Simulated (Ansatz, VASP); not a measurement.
# Cross-check of TiC between VASP and Ansatz, part 2 of 2

Wanted: the spread between two codes on one cell, functional and k mesh. Of the first pair: The cell is taken from a series of runs on this material, whose earlier steps may have relaxed, scaled, displaced or heated it; both programs get it as it stands.

VASP 6.6.1 and Ansatz 0.2.0.

So far: Starting point; VASP: relaxation of cell and atoms, PBEsol; Ansatz: relaxation of cell and atoms, PBEsol; Differences.

**5. Ansatz: relaxation, PBEsol**

Level of this step: Ansatz beside VASP: Kohn-Sham DFT, plane waves, PBEsol (Ansatz).

This run makes the geometry at which the two programs are then compared.

The structure compared here is the end of the Ansatz relaxation.

input.yaml

```yaml
crystal:
  lattice:
    - [0.0, 2.0605855843, 2.1770505655]
    - [2.0605855843, 0.0, 2.1770505655]
    - [2.0605855843, 2.0605855843, 0.0]
  atoms:
    - { symbol: C, position: [0.5, 0.5, 0.5] }
    - { symbol: Ti, position: [0.0, 0.0, 0.0] }
  conventional_axes: [[-1, 1, 1], [1, -1, 1], [1, 1, -1]]
kpoints:
  mp_grid: { grid: [16, 16, 16] }
hamiltonian:
  xc: pbesol
  pseudopotentials: { kind: paw, azcp: { folder: soft_1 }, xc_functional: pbe }
scf:
  occupations: { method: methfessel_paxton, width: 0.2 }
output:
  forces: true
  stress: true
  eigenvalues: true
relax:
  adjacent_minimum: "off"
  f_tol: 0.001
  max_steps: 60
  cell: { stress_tol: 0.01, fix: [a, b, gamma] }
```

Command:

```console
ansatz run input.yaml --threads 4 --pin off --max-ram 10240MiB --backend cpu --events-out ev --progress --plain --runs-dir out
```

Numbers of over 12 decimals in the logs are rounded to 6 here.

Log:

```text
[...]
Crystal: 2 atoms, lattice volume = 18.488 Å³
Basis set: ecut = 420 eV, 347 PW (Γ), exchange–correlation on 48×48×40 points (8 copies of the dense FFT grid, shifted against one another)
Bands: 12, of which v1, the nominal top of the filled ones, is band 8 counted from 1 (7 counted from 0)
Symmetry: 16 space group operations
[...]
k-points: 349 of 4096
[...]
k-point 348: bands = [... 4 lower, 5.5768, 12.1551, 14.2038, 16.4850, 16.4850, 19.1858, 20.0648, 20.0648]
--- Relaxed structure (5 steps of the walk, 5 accepted, 2 SCFs on fresh bases) ---
[...]
cell:  # Å, volume = 18.5791 Å³
    - [0.0, 2.0605855843, 2.187830]
    - [2.0605855843, 0, 2.187830]
    - [2.0605855843, 2.0605855843, 0]
  atoms:
    - { symbol: C, position: [0.5, 0.5, 0.5] }
    - { symbol: Ti, position: [0, 0, 0] }
[key lines of the parts left out:]
SCF converged after 3 iterations
Free energy (F): -2722.283215 eV
Fermi energy:    16.094531 eV
P = ⅓ Tr σ = 20.9821 GPa (209.821 kbar)
```

**6. VASP: single point, PBEsol, pair 2**

The same cell, functional, mesh and smearing now go to VASP, with its own data sets.

INCAR

```
SYSTEM = TiC
PREC = Accurate
ENCUT = 600
EDIFF = 1E-06
NELM = 120
ISMEAR = 1
SIGMA = 0.2
LREAL = .FALSE.
ALGO = Normal
GGA = PS
NBANDS = 14
LASPH = .TRUE.
LORBIT = 11
LWAVE = .FALSE.
LCHARG = .FALSE.
ISIF = 2
GGA_COMPAT = .FALSE.
KPAR = 2
```

POSCAR

```
TiC
1.0
    0.0000000000      2.0605855843      2.1878300173
    2.0605855843      0.0000000000      2.1878300173
    2.0605855843      2.0605855843      0.0000000000
C Ti
1 1
Direct
    0.5000000000      0.5000000000      0.5000000000
    0.0000000000      0.0000000000      0.0000000000
```

KPOINTS

```
Automatic mesh
0
Gamma
16 16 16
0 0 0
```

Potentials, in the order of the species: C and Ti_sv (PBE family, release 64).

Command:

```console
mpirun -np 2 vasp_std
```

Log:

```text
[banner, memory and clock lines left out]
running    2 mpi-ranks, on    1 nodes
[...]
[... a notice as in an earlier step ...]

 LDA part: xc-table for (Slater+PW92), standard interpolation
 POSCAR, INCAR and KPOINTS ok, starting setup
[...]
entering main loop
       N       E                     dE             d eps       ncg     rms          rms(c)
DAV:   1     0.127690771366E+03    0.12769E+03   -0.89052E+03  9780   0.154E+03
DAV:   2    -0.161714034852E+02   -0.14386E+03   -0.13526E+03 10276   0.374E+02
DAV:   3    -0.244880994864E+02   -0.83167E+01   -0.81062E+01 12880   0.867E+01
DAV:   4    -0.248255681941E+02   -0.33747E+00   -0.33719E+00 12202   0.157E+01
[...]
DAV:  12    -0.196574934784E+02    0.37645E-04   -0.16232E-04 10996   0.200E-01    0.137E-02
DAV:  13    -0.196574871179E+02    0.63605E-05   -0.15400E-05 12156   0.539E-02    0.463E-03
DAV:  14    -0.196574869465E+02    0.17140E-06   -0.99074E-07  7458   0.169E-02
   1 F= -.19657487E+02 E0= -.19657547E+02  d E =0.181548E-03
```

Parts of OUTCAR (step 6):

```text
  Total        3.6712514      3.6712514      0.0144775      0.0000000      0.0000000      0.0000000
  in kB      316.5919158    316.5919158      1.2484729      0.0000000      0.0000000      0.0000000
  external PRESSURE =     211.4774348 kB  Pullay stress =       0.0000000 kB

 POSITION                                       TOTAL-FORCE (eV/Angst)
 -----------------------------------------------------------------------------------
      2.06059      2.06059      2.18783         0.000000     -0.000000      0.000000
      0.00000      0.00000      0.00000        -0.000000      0.000000     -0.000000
 -----------------------------------------------------------------------------------
    total drift:                                0.000000     -0.000000     -0.000000

  FREE ENERGIE OF THE ION-ELECTRON SYSTEM (eV)
  ---------------------------------------------------
  free  energy   TOTEN  =       -19.6574869465 eV

  energy  without entropy=      -19.6576684948  energy(sigma->0) =      -19.65754746

[... 3 further parts left out ...]
[key lines of the parts left out:]
E-fermi :  10.3833
```

The run ends at a pressure of 21.15 GPa.

**7. Differences**

What differs besides the data sets and the points named for the pairs above, as far as they apply: Ansatz's pressure holds a Pulay correction, VASP's none. Total energies have different zeros and are not compared.

Both answers:

```tsv
quantity	Ansatz	VASP	difference
pressure (GPa)	20.98	21.15	-0.17
```

**8. Ansatz: relaxation, PBEsol**

This run makes the geometry at which the two programs are then compared. The cell compared in this pair holds 18.87 Å³, against 18.58 Å³ for the pair before.

The structure compared here is the end of the Ansatz relaxation.

input.yaml: that of step 5 with these lines changed.

```diff
@@ -2,5 +2,5 @@
   lattice:
-    - [0.0, 2.0605855843, 2.1770505655]
-    - [2.0605855843, 0.0, 2.1770505655]
-    - [2.0605855843, 2.0605855843, 0.0]
+    - [0.0, 2.0820500175, 2.1665849007]
+    - [2.0820500175, 0.0, 2.1665849007]
+    - [2.0820500175, 2.0820500175, 0.0]
   atoms:
```

Command:

```console
ansatz run input.yaml --threads 4 --pin off --max-ram 10240MiB --backend cpu --events-out ev --progress --plain --runs-dir out
```

Log:

```text
[...]
Crystal: 2 atoms, lattice volume = 18.784 Å³
Basis set: ecut = 420 eV, 347 PW (Γ), exchange–correlation on 48×48×40 points (8 copies of the dense FFT grid, shifted against one another)
Bands: 12, of which v1, the nominal top of the filled ones, is band 8 counted from 1 (7 counted from 0)
Symmetry: 16 space group operations
[...]
k-points: 349 of 4096
[...]
k-point 348: bands = [... 4 lower, 5.3779, 11.9869, 13.9523, 16.0922, 16.0922, 18.8336, 19.7011, 19.7011]
--- Relaxed structure (5 steps of the walk, 5 accepted, 2 SCFs on fresh bases) ---
[...]
cell:  # Å, volume = 18.8747 Å³
    - [0.0, 2.0820500175, 2.177051]
    - [2.0820500175, 0, 2.177051]
    - [2.0820500175, 2.0820500175, 0]
  atoms:
    - { symbol: C, position: [0.5, 0.5, 0.5] }
    - { symbol: Ti, position: [0, 0, 0] }
[key lines of the parts left out:]
SCF converged after 3 iterations
Free energy (F): -2722.348051 eV
Fermi energy:    15.801721 eV
P = ⅓ Tr σ = 14.8219 GPa (148.219 kbar)
```

**9. VASP: single point, PBEsol, pair 3**

The same cell, functional, mesh and smearing now go to VASP, with its own data sets.

INCAR is that of step 6.

POSCAR

```
TiC
1.0
    0.0000000000      2.0820500175      2.1770505655
    2.0820500175      0.0000000000      2.1770505655
    2.0820500175      2.0820500175      0.0000000000
C Ti
1 1
Direct
    0.5000000000      0.5000000000      0.5000000000
    0.0000000000      0.0000000000      0.0000000000
```

KPOINTS is that of step 6.

Command:

```console
mpirun -np 2 vasp_std
```

Log:

```text
[... set-up lines as in an earlier step ...]
 entering main loop
       N       E                     dE             d eps       ncg     rms          rms(c)
DAV:   1     0.127135382365E+03    0.12714E+03   -0.88340E+03  9778   0.153E+03
DAV:   2    -0.163123173231E+02   -0.14345E+03   -0.13507E+03 10252   0.375E+02
DAV:   3    -0.245997449037E+02   -0.82874E+01   -0.80840E+01 12968   0.867E+01
DAV:   4    -0.249398224616E+02   -0.34008E+00   -0.33977E+00 12114   0.158E+01
[...]
DAV:  12    -0.197230212964E+02    0.45845E-04   -0.23797E-04 10996   0.236E-01    0.135E-02
DAV:  13    -0.197230142939E+02    0.70026E-05   -0.18431E-05 12878   0.586E-02    0.402E-03
DAV:  14    -0.197230141132E+02    0.18068E-06   -0.88898E-07  7448   0.166E-02
   1 F= -.19723014E+02 E0= -.19723088E+02  d E =0.220910E-03
```

Parts of OUTCAR (step 9):

```text
  Total        2.6438476      2.6438476      0.0177714      0.0000000      0.0000000     -0.0000000
  in kB      224.4223841    224.4223841      1.5085239      0.0000000      0.0000000     -0.0000000
  external PRESSURE =     150.1177640 kB  Pullay stress =       0.0000000 kB

 POSITION                                       TOTAL-FORCE (eV/Angst)
 -----------------------------------------------------------------------------------
      2.08205      2.08205      2.17705         0.000000     -0.000000      0.000000
      0.00000      0.00000      0.00000        -0.000000      0.000000     -0.000000
 -----------------------------------------------------------------------------------
    total drift:                                0.000000     -0.000000     -0.000000

  FREE ENERGIE OF THE ION-ELECTRON SYSTEM (eV)
  ---------------------------------------------------
  free  energy   TOTEN  =       -19.7230141132 eV

  energy  without entropy=      -19.7232350236  energy(sigma->0) =      -19.72308775

[... 1 part as in an earlier step ...]

[... 2 further parts left out ...]
[key lines of the parts left out:]
E-fermi :  10.1817
```

The run ends at a pressure of 15.01 GPa.

**10. Comparison**

The two programs side by side:

```tsv
quantity	Ansatz	VASP	difference
pressure (GPa)	14.82	15.01	-0.19
```

**11. What came out**

- difference in volume (relaxation of cell and atoms, PBEsol): -0.084 %
- difference in pressure (single point, PBEsol, pair 2): -0.17 GPa
- difference in pressure (single point, PBEsol, pair 3): -0.19 GPa

In words: The difference in pressure is -0.19 GPa (single point, PBEsol, pair 3), within the 1 GPa picked in this series as the mark of a large difference. 5 further runs of this series are not shown here. How closely two codes agree says nothing of how well the functional describes the real material.

[Lines on the potential files, build, host, timing and source positions are cut from VASP's logs without a mark.]

[Logs are printed without paths, hosts, clocks, repeated set-up lines and the standing remarks that a program may print on its own settings, such as how far it seeks lower states.]

[Hosts, paths, dates, database ids (printed as entryN), source tags and the programs' standing remarks are cut or masked in the printed files.]
